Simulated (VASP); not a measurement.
Output of a VASP run:

**OSZICAR**
```
...
       N       E                     dE             d eps       ncg     rms          rms(c)
DAV:   1    -0.278473543053E+03   -0.66526E-02   -0.41162E-01   696   0.123E+00    0.212E-01
RMM:   2    -0.278475893411E+03   -0.23504E-02   -0.30365E-02   638   0.306E-01    0.727E-02
RMM:   3    -0.278476212486E+03   -0.31908E-03   -0.47102E-03   646   0.129E-01    0.517E-02
RMM:   4    -0.278476235408E+03   -0.22922E-04   -0.77244E-04   650   0.562E-02    0.271E-02
RMM:   5    -0.278476248363E+03   -0.12955E-04   -0.17297E-04   634   0.294E-02    0.135E-02
RMM:   6    -0.278476253930E+03   -0.55663E-05   -0.48078E-05   483   0.153E-02
   3 F= -.27847625E+03 E0= -.27847625E+03  d E =-.110073E+00  mag=     3.0000
       N       E                     dE             d eps       ncg     rms          rms(c)
DAV:   1    -0.278482322248E+03   -0.60739E-02   -0.11207E-01   688   0.686E-01    0.123E-01
RMM:   2    -0.278482939185E+03   -0.61694E-03   -0.83223E-03   636   0.168E-01    0.441E-02
RMM:   3    -0.278483043996E+03   -0.10481E-03   -0.13679E-03   646   0.738E-02    0.322E-02
RMM:   4    -0.278483044825E+03   -0.82873E-06   -0.21572E-04   643   0.322E-02    0.150E-02
RMM:   5    -0.278483049142E+03   -0.43177E-05   -0.58592E-05   583   0.175E-02
   4 F= -.27848305E+03 E0= -.27848305E+03  d E =-.679521E-02  mag=     3.0000
       N       E                     dE             d eps       ncg     rms          rms(c)
DAV:   1    -0.278484334739E+03   -0.12899E-02   -0.83114E-02   664   0.591E-01    0.107E-01
RMM:   2    -0.278484805529E+03   -0.47079E-03   -0.62842E-03   636   0.146E-01    0.394E-02
RMM:   3    -0.278484889736E+03   -0.84207E-04   -0.10477E-03   646   0.647E-02    0.292E-02
RMM:   4    -0.278484891252E+03   -0.15166E-05   -0.16313E-04   640   0.284E-02    0.135E-02
RMM:   5    -0.278484895087E+03   -0.38344E-05   -0.47714E-05   518   0.158E-02
   5 F= -.27848490E+03 E0= -.27848489E+03  d E =-.864116E-02  mag=     3.0000
       N       E                     dE             d eps       ncg     rms          rms(c)
DAV:   1    -0.278486230555E+03   -0.13393E-02   -0.31680E-02   688   0.355E-01    0.595E-02
RMM:   2    -0.278486382907E+03   -0.15235E-03   -0.19071E-03   636   0.817E-02    0.228E-02
RMM:   3    -0.278486411368E+03   -0.28461E-04   -0.33410E-04   647   0.366E-02    0.159E-02
RMM:   4    -0.278486413420E+03   -0.20511E-05   -0.50828E-05   514   0.160E-02
   6 F= -.27848641E+03 E0= -.27848641E+03  d E =-.151833E-02  mag=     3.0000
       N       E                     dE             d eps       ncg     rms          rms(c)
DAV:   1    -0.278486869636E+03   -0.45827E-03   -0.60661E-02   672   0.491E-01    0.811E-02
RMM:   2    -0.278487167672E+03   -0.29804E-03   -0.36560E-03   636   0.113E-01    0.315E-02
RMM:   3    -0.278487225629E+03   -0.57957E-04   -0.64962E-04   649   0.509E-02    0.225E-02
RMM:   4    -0.278487230040E+03   -0.44106E-05   -0.96054E-05   640   0.222E-02
   7 F= -.27848723E+03 E0= -.27848723E+03  d E =-.233495E-02  mag=     3.0000
       N       E                     dE             d eps       ncg     rms          rms(c)
DAV:   1    -0.278488126298E+03   -0.90067E-03   -0.38286E-02   680   0.394E-01    0.602E-02
RMM:   2    -0.278488276177E+03   -0.14988E-03   -0.19224E-03   636   0.841E-02    0.243E-02
RMM:   3    -0.278488306622E+03   -0.30444E-04   -0.35879E-04   646   0.386E-02    0.173E-02
RMM:   4    -0.278488310059E+03   -0.34370E-05   -0.59469E-05   550   0.173E-02
   8 F= -.27848831E+03 E0= -.27848831E+03  d E =-.108002E-02  mag=     3.0000
```

OUTCAR:
```
------------------------ aborting loop because EDIFF is reached ----------------------------------------
  FORCE on cell =-STRESS in cart. coord.  units (eV):
  Direction    XX          YY          ZZ          XY          YZ          ZX
  --------------------------------------------------------------------------------------
  Total       11.9358040     11.9463278     11.8258099      0.1211431      0.3193942      0.0451458
  in kB       12.6898813     12.7010700     12.5729380      0.1287967      0.3395728      0.0479980
  external PRESSURE =      12.6546298 kB  Pullay stress =       0.0000000 kB
  volume of cell :     1506.97
      direct lattice vectors                 reciprocal lattice vectors
    11.464846211  0.000000000  0.000000000     0.087223150  0.000000000  0.000000000
     0.000000000 11.464846211  0.000000000     0.000000000  0.087223150  0.000000000
     0.000000000  0.000000000 11.464846211     0.000000000  0.000000000  0.087223150
  FREE ENERGIE OF THE ION-ELECTRON SYSTEM (eV)
  ---------------------------------------------------
  free  energy   TOTEN  =      -278.4883100588 eV

  energy  without entropy=     -278.4883091973  energy(sigma->0) =     -278.48830963

 total charge

# of ion       s       p       d       tot
------------------------------------------
    1        0.398   0.359   0.000   0.756
    2        0.392   0.366   0.000   0.758
    3        0.392   0.366   0.000   0.758
    4        0.393   0.363   0.000   0.756
    5        0.398   0.358   0.000   0.756
    6        0.392   0.366   0.000   0.758
    7        0.398   0.358   0.000   0.756
    8        0.398   0.359   0.000   0.756
    9        0.420   0.322   0.000   0.742
   10        0.420   0.320   0.000   0.740
   11        0.392   0.366   0.000   0.758
   12        0.420   0.319   0.000   0.739
   13        0.398   0.358   0.000   0.756
   14        0.398   0.358   0.000   0.756
   15        0.393   0.363   0.000   0.756
   16        0.392   0.366   0.000   0.758
   17        0.392   0.366   0.000   0.758
   18        0.392   0.366   0.000   0.758
   19        0.398   0.358   0.000   0.756
   20        0.392   0.366   0.000   0.758
   21        0.420   0.321   0.000   0.741
   22        0.392   0.366   0.000   0.758
   23        0.393   0.363   0.000   0.756
   24        0.392   0.366   0.000   0.758
   25        0.392   0.366   0.000   0.758
   26        0.398   0.359   0.000   0.756
   27        0.392   0.366   0.000   0.758
   28        0.398   0.359   0.000   0.756
   29        0.398   0.358   0.000   0.756
   30        0.398   0.359   0.000   0.756
   31        0.397   0.359   0.000   0.756
   32        0.393   0.363   0.000   0.756
   33        1.197   1.657   0.025   2.879
   34        1.197   1.656   0.025   2.878
   35        1.197   1.656   0.025   2.878
   36        1.192   1.675   0.025   2.892
   37        1.196   1.657   0.025   2.879
   38        1.197   1.655   0.025   2.877
   39        1.192   1.676   0.025   2.893
   40        1.197   1.657   0.025   2.879
   41        1.197   1.656   0.025   2.878
   42        1.197   1.656   0.025   2.878
   43        1.197   1.656   0.025   2.878
   44        1.192   1.676   0.025   2.893
   45        1.192   1.676   0.025   2.893
   46        1.192   1.675   0.025   2.892
   47        1.187   1.680   0.025   2.891
   48        1.196   1.656   0.025   2.878
...
```
(Selected blocks of OUTCAR.)

### POSCAR
```
Al32As31
1
   11.4648462108     0.0000000000     0.0000000000
    0.0000000000    11.4648462108    -0.0000000000
   -0.0000000000    -0.0000000000    11.4648462108
Al As
32 31
Direct
  0.5000000000   0.0000000000   0.0000000000
  0.7500000000   0.2500000000   0.0000000000
  0.7500000000   0.0000000000   0.2500000000
  0.0000000000   0.0000000000   0.0000000000
  0.2500000000   0.2500000000   0.0000000000
  0.5000000000   0.5000000000   0.0000000000
  0.7500000000   0.7500000000   0.0000000000
  0.2500000000   0.0000000000   0.2500000000
  0.4978540000   0.2461960000   0.2537740000
  0.7504120000   0.5041280000   0.2535100000
  0.5000000000   0.0000000000   0.5000000000
  0.7539380000   0.2542630000   0.4982460000
  0.7500000000   0.0000000000   0.7500000000
  0.0000000000   0.5000000000   0.0000000000
  0.2500000000   0.7500000000   0.0000000000
  0.0000000000   0.2500000000   0.2500000000
  0.2500000000   0.5000000000   0.2500000000
  0.5000000000   0.7500000000   0.2500000000
  0.0000000000   0.0000000000   0.5000000000
  0.2500000000   0.2500000000   0.5000000000
  0.5010720000   0.5041380000   0.5014630000
  0.7500000000   0.7500000000   0.5000000000
  0.2500000000   0.0000000000   0.7500000000
  0.5000000000   0.2500000000   0.7500000000
  0.7500000000   0.5000000000   0.7500000000
  0.0000000000   0.7500000000   0.2500000000
  0.0000000000   0.5000000000   0.5000000000
  0.2500000000   0.7500000000   0.5000000000
  0.0000000000   0.2500000000   0.7500000000
  0.2500000000   0.5000000000   0.7500000000
  0.5000000000   0.7500000000   0.7500000000
  0.0000000000   0.7500000000   0.7500000000
  0.6250000000   0.1250000000   0.1250000000
  0.8750000000   0.3750000000   0.1250000000
  0.8750000000   0.1250000000   0.3750000000
  0.1250000000   0.1250000000   0.1250000000
  0.3750000000   0.3750000000   0.1250000000
  0.6250000000   0.6250000000   0.1250000000
  0.8750000000   0.8750000000   0.1250000000
  0.3750000000   0.1250000000   0.3750000000
  0.8750000000   0.6250000000   0.3750000000
  0.6250000000   0.1250000000   0.6250000000
  0.8750000000   0.3750000000   0.6250000000
  0.8750000000   0.1250000000   0.8750000000
  0.1250000000   0.6250000000   0.1250000000
  0.3750000000   0.8750000000   0.1250000000
  0.1250000000   0.3750000000   0.3750000000
  0.3750000000   0.6250000000   0.3750000000
  0.6250000000   0.8750000000   0.3750000000
  0.1250000000   0.1250000000   0.6250000000
  0.3750000000   0.3750000000   0.6250000000
  0.6250000000   0.6250000000   0.6250000000
  0.8750000000   0.8750000000   0.6250000000
  0.3750000000   0.1250000000   0.8750000000
  0.6250000000   0.3750000000   0.8750000000
  0.8750000000   0.6250000000   0.8750000000
  0.1250000000   0.8750000000   0.3750000000
  0.1250000000   0.6250000000   0.6250000000
  0.3750000000   0.8750000000   0.6250000000
  0.1250000000   0.3750000000   0.8750000000
  0.3750000000   0.6250000000   0.8750000000
  0.6250000000   0.8750000000   0.8750000000
  0.1250000000   0.8750000000   0.8750000000
```

Question: Write an INCAR and KPOINTS that could have produced this output.

Answer: Several could match; the one computed here: the input of the run itself, PBE GGA, plane waves, VASP's PBE PAW potentials (set 64).

KPOINTS:
```
Automatic mesh
0
Gamma
1 1 1
0 0 0
```

INCAR:
```
ALGO = Fast
EDIFF = 1E-5
EDIFFG = -0.03
ENCUT = 400
GGA = PE
IBRION = 2
ISIF = 2
ISMEAR = 0
ISPIN = 2
ISYM = 0
LASPH = .TRUE.
LCHARG = .FALSE.
LMAXMIX = 4
LORBIT = 10
LREAL = Auto
LWAVE = .FALSE.
MAGMOM = 63*0.0476
NELECT = 253.0
NELM = 100
NELMIN = 4
NSW = 60
NUPDOWN = 3
PREC = Normal
SIGMA = 0.05
SYSTEM = Al32As31
```

POTCAR, in this order: Al As (PBE.64 set). Program: vasp_gam.

The cell is charged, with a uniform compensating background. The supercell is sampled at Γ alone, which is coarse: total energies, pressure and levels can be off, energies of defects by several tenths of an eV.

The cell is a supercell with a defect, built from AlAs (zinc blende): vac_As, charge -2.
